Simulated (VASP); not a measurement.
The system is HfO2.

```
Hf O
1.0
     3.56967    0.00000    0.00000
     0.00000    3.56967    0.00000
     0.00000    0.00000    5.13736
Hf O
2 4
Direct
  0.50000 0.50000 0.50000
  0.00000 0.00000 0.00000
  0.00000 0.50000 0.70613
  0.50000 0.00000 0.79387
  0.50000 0.00000 0.29387
  0.00000 0.50000 0.20613
```

Measurements of this composition are mostly on another form, of space group No. 14.

The cell isn't the ideal one: a relaxed cell with its volume scaled by 1.04.

* Program: VASP 6.6.1
* Task: relaxation of the atoms
* Functional: LDA
* Potentials or basis: VASP PAW LDA potentials, release 64 (Hf_pv, O)
* Cutoff: 600 eV
* k mesh: 6 × 6 × 4
* Occupations: fermi-dirac, width 0.05 eV
* Spin: no spin polarisation

At the start: pressure -10.2 GPa; volume 10.91 Å³/atom.

Q: Where does the relaxation end?

A: Over 4 steps the energy falls by 2.5 meV/atom; space group P4_2/nmc (No. 137, to 0.05 Å).

Step by step:
```tsv
step	energy change (eV)	largest force (eV/Å)	pressure (GPa)
1	0.0000	0.1819	-10.15
2	-0.0058	0.1468	-9.76
3	-0.0150	0.0248	-8.47
4	-0.0153	0.0032	-8.19
```

Final structure:
```
Hf O
1.0
     3.56967    0.00000    0.00000
     0.00000    3.56967    0.00000
     0.00000    0.00000    5.13736
Hf O
2 4
Direct
  0.50000 0.50000 0.50000
  0.00000 0.00000 0.00000
  0.00000 0.50000 0.69826
  0.50000 0.00000 0.80174
  0.50000 0.00000 0.30174
  0.00000 0.50000 0.19826
```
